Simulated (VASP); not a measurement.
These are PBEsol GGA, VASP's PBE PAW potentials (set 64) (plane waves; VASP) values and carry that method's errors.

VASP input:

### INCAR
```
SYSTEM = InSe
PREC = Accurate
ENCUT = 400
EDIFF = 1E-7
NELM = 100
ALGO = Normal
LREAL = .FALSE.
LASPH = .TRUE.
ISMEAR = 0
SIGMA = 0.05
GGA = PS
LMAXMIX = 4
LWAVE = .FALSE.
LCHARG = .FALSE.
LORBIT = 11
ICHARG = 11
```

### POSCAR
```
InSe
23.746050
  0.1686326498   0.0000000000   0.0000000000
 -0.0843163249   0.1460401598   0.0000000000
  0.0000000000   0.0000000000   1.0000000026
In Se
2 2
Cart
  0.0843164092   0.0486800046   0.4415799085
  0.0843164092   0.0486800046   0.5584200940
 -0.0000000843   0.0973601552   0.3875241572
 -0.0000000843   0.0973601552   0.6124758454
```

### KPOINTS
```
k-points along high-symmetry lines
30
Line-mode
Reciprocal
  0.000000   0.000000   0.000000 ! GAMMA
  0.500000   0.000000   0.000000 ! M

  0.500000   0.000000   0.000000 ! M
  0.333333   0.333333   0.000000 ! K

  0.333333   0.333333   0.000000 ! K
  0.000000   0.000000   0.000000 ! GAMMA
```

POTCAR, in this order: In_d Se (PBE.64 set). Program: vasp_std. Read from the step before: CHGCAR.

**Question.** What will the output report for the number of irreducible k-points (NKPTS), number of bands (NBANDS), largest plane-wave count, number of space-group operations, FFT grid (NGX, NGY, NGZ)?

**Answer.** 
```yaml
number of irreducible k-points (NKPTS): 90
number of bands (NBANDS): 23
largest_plane_wave_count: 6077
number_of_space_group_operations: 12
FFT grid (NGX, NGY, NGZ): 28 × 28 × 160
```

The cell is a sheet with vacuum, built from a generated structure.
